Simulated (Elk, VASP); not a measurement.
An input for Elk (PBE+U, all-electron FP-LAPW, Elk's shipped species files, default APW+lo basis):

```
tasks
  0

xctype
  20

spinpol
  .true.

reducebf
  0.8

rmtscf
  0.99

nempty
  12

swidth
  0.000734986

maxscl
  100

dft+u
  1 1
  1 3  0.110248  0.000000

avec
    0.0000000000    4.8565961403    4.8565961403
    4.8565961403    0.0000000000    4.8565961403
    4.8565961403    4.8565961403    0.0000000000

sppath
  './'

atoms
  2
  'Eu.in'
  1
  0.0000000000  0.0000000000  0.0000000000    0.0 0.0 -1.75
  'O.in'
  1
  0.5000000000  0.5000000000  0.5000000000    0.0 0.0 0.0

ngridk
  8 8 8
```

Task: Translate it to VASP.

Result: One set of files that does it:

File POSCAR:
```
EuO
3.6345290
  0.0000000000   0.7071067530   0.7071067530
  0.7071067530   0.0000000000   0.7071067530
  0.7071067530   0.7071067530   0.0000000000
Eu O
1 1
direct
  0.0000000000   0.0000000000   0.0000000000
  0.5000000000   0.5000000000   0.5000000000
```

KPOINTS:
```
Automatic mesh
0
Gamma
8 8 8
0 0 0
```

### INCAR
```
SYSTEM = EuO
PREC = Accurate; ENCUT = 400; LREAL = F
LASPH = T
EDIFF = 1E-6; NELM = 100; ALGO = Normal
LMAXMIX = 6
ISMEAR = -1; SIGMA = 0.02
GGA = PE
MAGMOM = 7.0 0.0
ISPIN = 2
LDAUL = 3 -1
LDAUU = 3.0 0
LDAUJ = 0 0
LDAU = T; LDAUTYPE = 2
ISIF = 2
LWAVE = F; LCHARG = F; LORBIT = 11
```

POTCAR, in this order: Eu O (PBE.64 set). Program: vasp_std.

The two runs describe the same crystal, functional and task. Each code takes its own potentials, basis and convergence tests.

VASP also gives the stress here, which the Elk input doesn't ask for.

The structure is a typed EuO crystal (Fm-3m). The cell was not relaxed at this level, and it may have been scaled.
